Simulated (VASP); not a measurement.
Energy against volume of Na2S (antifluorite). Method: PW91 GGA, VASP's PBE PAW potentials (set 64) (plane waves; VASP). Numerical set-up: 520 eV cut-off, 6×6×6 Γ-centred mesh, Gaussian smearing of 0.050 eV, potentials Na_pv S.

```tsv
V (Å³/atom)	E (eV/atom)
22.818	-3.34908
23.524	-3.35178
24.229	-3.35070
24.935	-3.34635
```

Problem. Fit these four points and predict the energy of the run at 22.112 Å³/atom.

Solution. A cubic in V^(−2/3), the third-order Birch-Murnaghan form, passes through the four points with V0 = 23.66 Å³/atom and B0 = 28 GPa, and gives -3.3420 eV/atom there. The run gave -3.3419 eV/atom, +0.1 meV/atom from the fit; all five points give B0 = 28 GPa.

The compound is Na2S in the antifluorite structure. It was relaxed first.
